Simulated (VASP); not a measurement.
Data:

```yaml
crystal:
  lattice:
    - [1.76107, -3.05026, 0.00000]
    - [1.76107, 3.05026, 0.00000]
    - [0.00000, 0.00000, 5.99089]
  atoms:
    - { symbol: Ti, position: [0.00000, 0.00000, 0.00000] }
    - { symbol: Se, position: [0.33333, 0.66667, 0.25806] }
    - { symbol: Se, position: [0.66667, 0.33333, 0.74194] }
```

Method: rev-vdW-DF2, VASP's PBE PAW potentials (set 64) (plane waves; VASP). Run with 520 eV cut-off, 9×9×5 Γ-centred mesh, first-order Methfessel-Paxton smearing of 0.10 eV, potentials Ti_sv Se.

What does the run give for the energy per atom (σ→0), band gap (on the k-mesh) with the smallest direct gap where there is one?

```
Quantity                                                     Value
------------------------  ----------------------------------------
band gap (on the k-mesh)  none (metal, semimetal or under 0.01 eV)
energy per atom (σ→0)                               -4.331 eV/atom
```

Total energies compare only between runs with the same potentials, cut-off and functional.

The compound is TiSe2 in the 1T layered structure. It was relaxed first. The start is the result of an earlier pass.
